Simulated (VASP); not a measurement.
Computed with SCAN meta-GGA, VASP's PBE PAW potentials (set 64) (plane waves; VASP). For the first row: Numerical set-up: 520 eV cut-off, 6×6×6 Γ-centred mesh, Gaussian smearing of 0.050 eV, potentials K_sv Zn F.

```csv
system,energy (eV/atom)
KZnF$_{3}$ (cubic perovskite),-9.2708
K atom,-7.4819
Zn atom,-11.9699
F atom,-2.6662
```

Atoms are spin-polarised in a large box without symmetry, with the spin fixed by Hund's rule, and may not be in the lowest state of each functional; no zero-point energy is added.

Q: What is the cohesive energy per atom of KZnF₃?

A: The references average (1×(-7.4819) + 1×(-11.9699) + 3×(-2.6662))/5 = -5.4901 eV, so the cohesive energy is -5.4901 − (-9.2708) = 3.781 eV/atom.
